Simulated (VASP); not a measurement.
Data:

```yaml
crystal:
  lattice:
    - [2.16712, -3.75355, 0.00000]
    - [2.16712, 3.75355, 0.00000]
    - [0.00000, 0.00000, 7.06757]
  atoms:
    - { symbol: Cd, position: [0.66667, 0.33333, 0.50007] }
    - { symbol: Cd, position: [0.33333, 0.66667, 0.00007] }
    - { symbol: Se, position: [0.66667, 0.33333, 0.87593] }
    - { symbol: Se, position: [0.33333, 0.66667, 0.37593] }
```

Method: PBE GGA with D4 dispersion, VASP's PBE PAW potentials (set 64) (plane waves; VASP). Settings: 520 eV cut-off, Gaussian smearing of 0.050 eV, potentials Cd Se.

Task: Give the energies of bands 13 to 21 at the high-symmetry points, in eV from the valence-band maximum.

Result: 
```tsv
band	Γ	M	K	A	L	H
13	-4.26	-4.11	-3.71	-2.61	-4.11	-4.01
14	-0.74	-3.56	-3.71	-2.61	-4.11	-4.01
15	-0.74	-2.57	-2.94	-0.38	-1.31	-2.35
16	-0.04	-1.79	-1.81	-0.38	-1.31	-2.35
17	0.00	-1.28	-1.81	-0.38	-1.30	-1.08
18	0.00	-0.73	-1.62	-0.38	-1.30	-1.08
19	0.62	3.17	4.27	2.33	2.92	3.72
20	2.18	3.33	4.70	2.33	2.92	3.72
21	5.86	4.78	4.70	5.82	4.85	5.81
```

The gap is direct, 0.62 eV, from the valence maximum at Γ to the conduction minimum at Γ.

Measured: gap 1.73 eV (computed value off by -1.11 eV), as given by Abedi et al., (2022), arXiv:2211.14644.

The compound is CdSe in the wurtzite structure. It was relaxed first.
